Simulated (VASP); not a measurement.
# MoOs (P-6m2) in VASP: a series of runs, part 2 of 2

VASP 6.6.1.

### Step 3. Single point, LDA (strain -0.050 along x and y, -0.025 along z, atoms carried along)

INCAR reads:

```
PREC     = Accurate       # precision mode
ENCUT    = 520            # plane-wave cutoff, eV
EDIFF    = 1E-7           # SCF threshold, eV
ISMEAR   = 0              # smearing method
SIGMA    = 0.15           # smearing width, eV
LREAL    = F              # projectors in reciprocal space
LASPH    = T              # aspherical terms in the spheres
NELM     = 100            # most SCF steps
ALGO     = Fast           # electronic algorithm
ISIF     = 2              # what is computed and relaxed
LWAVE    = F              # write WAVECAR
LCHARG   = F              # write CHGCAR
NBANDS   = 18             # bands
```

KPOINTS reads:

```
regular mesh
0
Gamma
  21 21 10
```

POSCAR reads:

```
MoOs
1.0
    2.6426679012      0.0000000000      0.0000000000
   -1.3213339506      2.2886175362      0.0000000000
    0.0000000000      0.0000000000      4.3943786250
Mo Os
1 1
Direct
    0.6666666667      0.3333333333      0.5000000000
    0.3333333333      0.6666666667      0.0000000000
```

Potentials or basis: VASP PAW LDA potentials, release 64 (Mo_sv, Os).

Started as:

```sh
$ cat potpaw_LDA.64/Mo_sv/POTCAR potpaw_LDA.64/Os/POTCAR > POTCAR
$ mpirun -np 1 vasp_std > vasp.out
```

It took 55 s on 1 thread of Intel Xeon 6975P-C (Granite Rapids), shared host; peak memory 0.25 GiB.

Results (log left out):

```
Free energy            : -24.4189 eV
Pressure               : 34.3 GPa
Band gap on the k mesh : none (metal or under the smearing width)
```

Stress tensor (GPa, compression positive):
```
39.86  0.00  0.00
 0.00 39.86  0.00
 0.00  0.00 23.26
```

Levels at points of the mesh, in eV from the Fermi level:
```
           k point  band 9  band 10  band 11  band 12  band 13  band 14
(0.00, 0.00, 0.00)   -2.21    -0.53    -0.53     0.01     0.01     1.14
(0.00, 0.00, 0.50)   -2.68    -2.24    -1.43    -1.43     1.93     1.93
```

Caveat: so large a pressure means that the cell lies far from this level's equilibrium, or that cutoff or potentials fall short.

### Step 4. Single point, LDA (strain -0.025 along x and y, -0.050 along z, atoms carried along)

INCAR reads:

```
SYSTEM = MoOs
PREC = Accurate
ENCUT = 520
EDIFF = 1E-6
ISMEAR = 0
SIGMA = 0.15
LREAL = .FALSE.
LASPH = .TRUE.
NELM = 100
ALGO = Fast
ISIF = 2
LWAVE = .FALSE.
LCHARG = .TRUE.
LELF = .TRUE.
LVHAR = .TRUE.
NBANDS = 18
```

KPOINTS reads:

```
Automatic mesh
0
G
  21 21 10
  0 0 0
```

POSCAR reads:

```
MoOs
1.0
    2.7122117934      0.0000000000      0.0000000000
   -1.3561058967      2.3488443135      0.0000000000
    0.0000000000      0.0000000000      4.2817022500
Mo Os
1 1
Direct
    0.6666666667      0.3333333333      0.5000000000
    0.3333333333      0.6666666667      0.0000000000
```

Started as:

```sh
$ cat potpaw_LDA.64/Mo_sv/POTCAR potpaw_LDA.64/Os/POTCAR > POTCAR
$ mpirun -np 1 vasp_std > vasp.out
```

Wall time 46 s (1 thread of Intel Xeon 6975P-C (Granite Rapids), shared host); peak memory 0.25 GiB.

Results (log left out):

```
Free energy            : -24.5522 eV
Pressure               : 22.3 GPa
Band gap on the k mesh : none (metal or under the smearing width)
```

Stress tensor (GPa, compression positive):
```
18.36  0.00  0.00
 0.00 18.36  0.00
 0.00  0.00 30.07
```

Levels at points of the mesh, in eV from the Fermi level:
| k point | band 9 | band 10 | band 11 | band 12 | band 13 | band 14 |
| --- | --- | --- | --- | --- | --- | --- |
| (0.00, 0.00, 0.00) | -1.49 | -0.45 | -0.45 | -0.44 | -0.44 | 1.69 |
| (0.00, 0.00, 0.50) | -2.69 | -1.74 | -1.66 | -1.66 | 2.00 | 2.00 |

Caveat: so large a pressure means that the cell lies far from this level's equilibrium, or that cutoff or potentials fall short. The run has no spin-orbit coupling, so splittings on Os are missing.

### Step 5. Single point, LDA (strain -0.025 along x and y, +0.050 along z, atoms carried along)

Changes to INCAR since step 4:

```diff
@@ -12,5 +12,4 @@
 LWAVE = .FALSE.
-LCHARG = .TRUE.
-LELF = .TRUE.
-LVHAR = .TRUE.
+LCHARG = .FALSE.
+GGA = CA
 NBANDS = 18
```

KPOINTS reads:

```
regular mesh
0
G
  21 21 10
  0 0 0
```

Changes to POSCAR since step 4:

```diff
@@ -4,3 +4,3 @@
    -1.3561058967      2.3488443135      0.0000000000
-    0.0000000000      0.0000000000      4.2817022500
+    0.0000000000      0.0000000000      4.7324077500
 Mo Os
```

Potentials or basis: VASP PAW LDA potentials, release 64 (Mo_sv, Os).

Started as:

```sh
$ cat potpaw_LDA.64/Mo_sv/POTCAR potpaw_LDA.64/Os/POTCAR > POTCAR
$ mpirun -np 1 vasp_std > vasp.out
```

OUTCAR:

```text
SYSTEM = MoOs
   PREC = Accurate
   ENCUT = 520
   EDIFF = 1E-6
   ISMEAR = 0
   LREAL = .FALSE.
   LASPH = .TRUE.
   NELM = 100
   ISIF = 2
   GGA = CA

 ion  position               nearest neighbor table
   1  0.667  0.333  0.500-   2 2.84   2 2.84   2 2.84   2 2.84   2 2.84   2 2.84
   2  0.333  0.667  0.000-   1 2.84   1 2.84   1 2.84   1 2.84   1 2.84   1 2.84

  LATTYP: Found a hexagonal cell.
 ALAT       =     2.7122117934
 C/A-ratio  =     1.7448518444

  Lattice vectors:

 A1 = (   2.7122117934,   0.0000000000,   0.0000000000)
 A2 = (  -1.3561058967,   2.3488443135,   0.0000000000)
[... 674 lines left out ...]
      5       3.7062      2.00000
      6       6.0053      2.00000
[... 10 lines left out ...]
     17      19.0124      0.00000
     18      25.5111      0.00000

 [... further k-points ...]
[... 5 lines left out ...]
  --------------------------------------------------------------------------------------
  -------------------------------------------------------------------------------------
  Total       -0.5989881     -0.5989881     -6.4271476     -0.0000000     -0.0000000      0.0000000
  in kB      -31.8323543    -31.8323543   -341.5614640     -0.0000000     -0.0000000      0.0000000
  external PRESSURE =    -135.0753909 kB  Pullay stress =       0.0000000 kB

 VOLUME and BASIS-vectors are now :
 -----------------------------------------------------------------------------
  energy-cutoff  :      520.00
  volume of cell :       30.15
      direct lattice vectors                 reciprocal lattice vectors
     2.712211793  0.000000000  0.000000000     0.368702770  0.212870643  0.000000000
    -1.356105897  2.348844313  0.000000000     0.000000000  0.425741287  0.000000000
     0.000000000  0.000000000  4.732407750     0.000000000  0.000000000  0.211308926

 POSITION                                       TOTAL-FORCE (eV/Angst)
 -----------------------------------------------------------------------------------
      1.35611      0.78295      2.36620         0.000000      0.000000      0.000000
     -0.00000      1.56590      0.00000        -0.000000     -0.000000      0.000000
 -----------------------------------------------------------------------------------
    total drift:                               -0.000000      0.000000      0.000000

  FREE ENERGIE OF THE ION-ELECTRON SYSTEM (eV)
  ---------------------------------------------------
  free  energy   TOTEN  =       -24.4448615468 eV

  energy  without entropy=      -24.4265760146  energy(sigma->0) =      -24.43571878
```

stdout:

```text
POSCAR found type information on POSCAR MoOs
 POSCAR found :  2 types and       2 ions
 scaLAPACK will be used
 LDA part: xc-table for (Slater(with rela. corr.)+CA(PZ))
 , standard interpolation
 POSCAR, INCAR and KPOINTS ok, starting setup
 FFT: planning ... GRIDC
 FFT: planning ... GRID_SOFT
 FFT: planning ... GRID
 WAVECAR not read
 entering main loop
```

Run time: 54 s. Hardware: 1 thread of Intel Xeon 6975P-C (Granite Rapids), shared host; peak memory 0.26 GiB.

Results:

| Item | Value |
| --- | --- |
| Free energy | -24.4449 eV |
| Pressure | -13.5 GPa |
| Band gap on the k mesh | none (metal or under the smearing width) |

Spin-orbit coupling is left out, which matters for the levels of Os.

### Step 6. Summary

```csv
cell,further INCAR settings,gap on the mesh (eV),pressure (GPa)
"strain -0.050 along x and y, +0.000 along z, atoms carried along",ALGO = Fast; EDIFF = 1e-06; NBANDS = 18,none,22.7
"strain -0.050 along x and y, -0.025 along z, atoms carried along",ALGO = Fast; EDIFF = 1e-07; NBANDS = 18,none,34.3
"strain -0.025 along x and y, -0.050 along z, atoms carried along",ALGO = Fast; EDIFF = 1e-06; NBANDS = 18,none,22.3
"strain -0.025 along x and y, +0.050 along z, atoms carried along",ALGO = Fast; EDIFF = 1e-06; NBANDS = 18,none,-13.5
```

Alike in all rows: task single point; level LDA; potentials or basis VASP PAW LDA potentials, release 64 (Mo_sv, Os); no spin polarisation; k mesh 21 × 21 × 10; cutoff (eV) 520; smearing gaussian 0.15 eV.

Caveats: so large a pressure means that the cell lies far from this level's equilibrium, or that cutoff or potentials fall short (some runs).

Total energies depend on the potentials used, so only differences within one code and one set of settings carry meaning.
